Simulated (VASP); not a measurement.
KMgF$_{3}$ (cubic perovskite):

```
CELL_PARAMETERS angstrom
      3.99000     0.00000     0.00000
      0.00000     3.99000     0.00000
      0.00000     0.00000     3.99000
ATOMIC_POSITIONS crystal
  K  0.00000 0.00000 0.00000
  Mg 0.50000 0.50000 0.50000
  F  0.50000 0.00000 0.50000
  F  0.00000 0.50000 0.50000
  F  0.50000 0.50000 0.00000
```

The lowest empty band near Γ, direction [100], from mBJ (TB09) with spin-orbit coupling in VASP (PAW); its two spin partners are averaged. The gap over the points computed is 10.72 eV, and the next band on that side lies 1.70 eV away at the edge.

Run with 520 eV cut-off, 6×6×6 Γ-centred mesh, Gaussian smearing of 0.050 eV, potentials K_sv Mg F.

| distance from the edge in k (1/Å) | distance in energy (meV) |
|---|---|
| 0.025 | 4.0 |
| 0.035 | 7.8 |
| 0.050 | 15.9 |
| 0.070 | 31.2 |

Task: Fit E(1 + αE) = ħ²k²/2m* (ħ²/2m0 = 3.810 eV Å²) and predict the row at 0.095 1/Å.

Result: The rows don't resolve α, so a parabola serves: the electron mass is m* = 0.598 m0, and so 57.5 meV. The run gave 57.4 meV, -0.1 meV from the fit.

Left out are points under 3 meV from the edge, since the levels carry 0.1 meV, and points farther than half the way to the next band.

The compound is KMgF3 in the cubic perovskite structure. The cell was not relaxed at this level.
